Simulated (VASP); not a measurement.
Runs of VASP 6.6.1 on CH4. The cell holds a molecule in a box, 5 atoms: a = 12.000 Å, b = 12.500 Å, c = 13.000 Å, α = 90.00°, β = 90.00°, γ = 90.00°. 

```tsv
task	level	potentials or basis	cell	gap on the mesh (eV)	largest force (eV/Å)
relaxation of the atoms	LDA	VASP PAW LDA potentials, release 64 (C, H)	atoms relaxed	8.95	-
single point	PBE+D3(BJ)	VASP PAW PBE potentials, release 64 (C, H)	as given	8.91	0.02
relaxation of the atoms	PBE	VASP PAW PBE potentials, release 64 (C, H)	atoms relaxed	8.91	-
relaxation of the atoms	PBE+D3(BJ)	VASP PAW PBE potentials, release 64 (C, H)	atoms relaxed	(a)	-
single point	PBE	VASP PAW PBE potentials, release 64 (C, H)	as given	8.91	0.02
```

Alike in all rows: no spin polarisation; k mesh 1 × 1 × 1; cutoff (eV) 520; smearing gaussian 0.01 eV.

Q: Estimate the missing entries.

A: (a) 8.90.

